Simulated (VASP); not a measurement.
All values below come from PBEsol GGA, VASP's PBE PAW potentials (set 64) (plane waves; VASP).

VASP input:

File KPOINTS:
```
k-points along high-symmetry lines
8
Line-mode
Reciprocal
  0.000000   0.000000   0.000000 ! GAMMA
 -0.500000  -0.500000   0.000000 ! Y

 -0.500000  -0.500000   0.000000 ! Y
 -0.625000  -0.375000   0.000000 ! C_0

 -0.375000   0.375000   0.000000 ! SIGMA_0
  0.000000   0.000000   0.000000 ! GAMMA

  0.000000   0.000000   0.000000 ! GAMMA
  0.500000   0.500000   0.500000 ! Z

  0.500000   0.500000   0.500000 ! Z
  0.125000   0.875000   0.500000 ! A_0

 -0.125000   0.125000   0.500000 ! E_0
  0.000000   0.000000   0.500000 ! T

  0.000000   0.000000   0.500000 ! T
 -0.500000  -0.500000   0.000000 ! Y

  0.000000   0.000000   0.000000 ! GAMMA
 -0.500000   0.000000   0.000000 ! S

 -0.500000   0.000000   0.000000 ! S
  0.000000   0.500000   0.500000 ! R

  0.000000   0.500000   0.500000 ! R
  0.500000   0.500000   0.500000 ! Z

  0.500000   0.500000   0.500000 ! Z
  0.000000   0.000000   0.500000 ! T
```

**POSCAR**
```
Hf3ScN4
1
   -0.0017536320     4.4851202986     4.4776960517
    4.4851202986    -0.0017536320     4.4776960517
    2.2416833333     2.2416833333     0.0000000000
Sc N Hf
1 4 3
Direct
  1.0000000000   0.0000000000   1.0000000000
  0.2506049987   0.2506049987   0.4987900026
  0.2522481006   0.7477518994   0.5000000000
  0.7477518994   0.2522481006   0.5000000000
  0.7493950013   0.7493950013   0.5012099974
  1.0000000000   0.5000000000   1.0000000000
  0.5000000000   0.0000000000   1.0000000000
  0.5000000000   0.5000000000   1.0000000000
```

INCAR:
```
SYSTEM  =  Hf3ScN4
PREC  =  Accurate; ENCUT  =  520; LREAL  =  .FALSE.
LASPH  =  .TRUE.; ICHARG  =  11
EDIFF  =  1E-7; NELM  =  100; ALGO  =  Normal
LMAXMIX  =  6
ISMEAR  =  0; SIGMA  =  0.05
GGA  =  PS
LWAVE  =  .FALSE.; LCHARG  =  .FALSE.; LORBIT  =  11
```

POTCAR, in this order: Sc_sv N Hf_pv (PBE.64 set). Program: vasp_std. Read from the step before: CHGCAR.

Output of the run:

OSZICAR:
```
       N       E                     dE             d eps       ncg     rms          rms(c)
DAV:   1     0.587740327703E+03    0.58774E+03   -0.30979E+04  6360   0.177E+03
DAV:   2     0.225308718047E+01   -0.58549E+03   -0.57437E+03  6392   0.538E+02
DAV:   3    -0.838028004067E+02   -0.86056E+02   -0.80880E+02  8988   0.140E+02
DAV:   4    -0.887451758803E+02   -0.49424E+01   -0.48281E+01  9496   0.372E+01
DAV:   5    -0.888707423116E+02   -0.12557E+00   -0.12417E+00  8764   0.488E+00
DAV:   6    -0.888747164445E+02   -0.39741E-02   -0.39640E-02 10340   0.940E-01
DAV:   7    -0.888748101720E+02   -0.93728E-04   -0.93591E-04  8768   0.824E-02
DAV:   8    -0.888748148404E+02   -0.46684E-05   -0.46643E-05  7916   0.156E-02
DAV:   9    -0.888748150456E+02   -0.20518E-06   -0.20535E-06  6356   0.254E-03
DAV:  10    -0.888748150545E+02   -0.89831E-08   -0.84713E-08  5892   0.111E-03
   1 F= -.88874815E+02 E0= -.88873263E+02  d E =-.310364E-02
```

**OUTCAR**
```
 val. band max:        8.0343216596   @ k =   0.0000   0.5000   0.5000

 cond. band min:       8.0631294803   @ k =  -0.4286   0.0714   0.0714



 k-point     1 :       0.0000    0.0000    0.0000
  band No.  band energies     occupation
      1     -41.2204      2.00000
      2     -23.8653      2.00000
      3     -23.6313      2.00000
      4     -23.4422      2.00000
      5     -23.1359      2.00000
      6     -23.0822      2.00000
      7     -22.9790      2.00000
      8     -22.9035      2.00000
      9     -22.8858      2.00000
     10     -22.8733      2.00000
     11     -20.0765      2.00000
     12     -20.0552      2.00000
     13     -19.8597      2.00000
     14      -9.0556      2.00000
     15      -7.9047      2.00000
     16      -6.3991      2.00000
     17      -6.2039      2.00000
     18      -0.5693      2.00000
     19      -0.2250      2.00000
     20       2.0223      2.00000
     21       2.0792      2.00000
     22       2.4960      2.00000
     23       2.5285      2.00000
     24       2.9091      2.00000
     25       4.6829      2.00000
     26       4.6918      2.00000
     27       4.6983      2.00000
     28       5.4493      2.00000
     29       5.4536      2.00000
     30       5.4653      2.00000
     31       8.0839      0.30927
     32       8.0906      0.22749
     33       8.1413      0.00826
     34      10.1704      0.00000
     35      10.1897      0.00000
     36      10.6673      0.00000

 k-point     2 :      -0.0714   -0.0714    0.0000
  band No.  band energies     occupation
      1     -41.2204      2.00000
      2     -23.8566      2.00000
      3     -23.6219      2.00000
      4     -23.4411      2.00000
      5     -23.1330      2.00000
      6     -23.0819      2.00000
      7     -22.9791      2.00000
      8     -22.9117      2.00000
      9     -22.8981      2.00000
     10     -22.8761      2.00000
     11     -20.0781      2.00000
     12     -20.0582      2.00000
     13     -19.8599      2.00000
...
```

The density is held fixed in this step, so its total energy and stress have no physical meaning. Unless said otherwise, spin-orbit coupling is left out, though it shifts the bands of the heavy elements here.

The structure was generated: Hf3ScN4 was put into an ordered model structure (Cmmm), which need not be its known phase. It was relaxed first. The electron count is odd and the run is not spin-polarised, which forces a metal.
